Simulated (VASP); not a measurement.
Crystal: Ta2SiO3.

```
Ta Si O
1.0
     4.37692    0.00000    0.00000
     0.00000    4.37692    0.00000
     0.00000    0.00000    3.84301
Ta Si O
2 1 3
Direct
  0.00000 0.50000 0.68165
  0.50000 0.00000 0.68165
  0.50000 0.50000 0.91878
  0.50000 0.50000 0.49666
  0.00000 0.50000 0.22576
  0.50000 0.00000 0.22576
```

The cell was built by a generator and needn't be a form met in nature.

```yaml
Program: VASP 6.6.1
Task: relaxation of cell and atoms
Functional: PBE
Potentials_or_basis: VASP PAW PBE potentials, release 64 (Ta_pv, Si, O)
Cutoff: 520 eV
k_mesh: 3 × 3 × 4
Occupations: gaussian, width 0.15 eV
Spin: no spin polarisation
```

At the start: pressure 46.9 GPa; volume 12.27 Å³/atom.

Q: How do energy, volume and symmetry change on relaxing?

A: Over 21 steps the energy falls by 736.1 meV/atom and the volume is 12.21 Å³/atom (-0.5 %); space group P4mm (No. 99, to 0.05 Å).

The path:
| step | energy change (eV) | largest force (eV/Å) | pressure (GPa) | volume (Å³) |
| --- | --- | --- | --- | --- |
| 1 | 0.0000 | 7.6163 | 46.92 | 73.62 |
| 2 | 3.6267 | 2.9957 | -38.13 | 118.14 |
| 3 | -2.1811 | 4.1859 | -12.41 | 87.25 |
| 4 | -2.3068 | 4.3083 | -7.28 | 85.02 |
| 5 | -2.3389 | 4.4330 | -2.06 | 83.08 |
| 6 | -3.4333 | 2.5701 | -1.12 | 84.46 |
| 7 | -3.4765 | 1.2211 | 1.40 | 84.80 |
| 8 | -2.4734 | 12.9714 | 1.46 | 87.13 |
| 9 | -3.5779 | 1.3528 | -0.54 | 85.47 |
| 10 | -3.7793 | 1.4600 | -11.71 | 85.34 |
| 11 | -3.8001 | 0.8255 | -9.32 | 85.40 |
| 12 | -4.0619 | 1.2825 | -1.56 | 79.24 |
| 13 | -4.0840 | 1.4744 | 1.51 | 77.33 |
| 14 | -4.2227 | 1.0503 | 1.59 | 75.78 |
| 15 | -4.3405 | 1.8472 | 3.19 | 73.38 |
| 16 | -4.4061 | 0.6674 | -1.51 | 73.64 |
| 17 | -4.4083 | 0.5106 | -0.86 | 73.61 |
| 18 | -4.4159 | 0.1594 | -0.13 | 73.32 |
| 19 | -4.4161 | 0.1206 | -0.02 | 73.28 |
| 20 | -4.4161 | 0.1083 | -0.07 | 73.27 |
| 21 | -4.4164 | 0.0749 | 0.16 | 73.27 |

Final structure:
```
Ta Si O
1.0
     4.12173    0.00000    0.00000
     0.00000    4.12173    0.00000
     0.00000    0.00000    4.31268
Ta Si O
2 1 3
Direct
  0.00000 0.50000 0.67373
  0.50000 0.00000 0.67373
  0.50000 0.50000 0.08338
  0.50000 0.50000 0.46938
  0.00000 0.50000 0.16502
  0.50000 0.00000 0.16502
```

Caveat: the k mesh is coarse (spacing up to 0.48 Å⁻¹), so the values aren't converged.
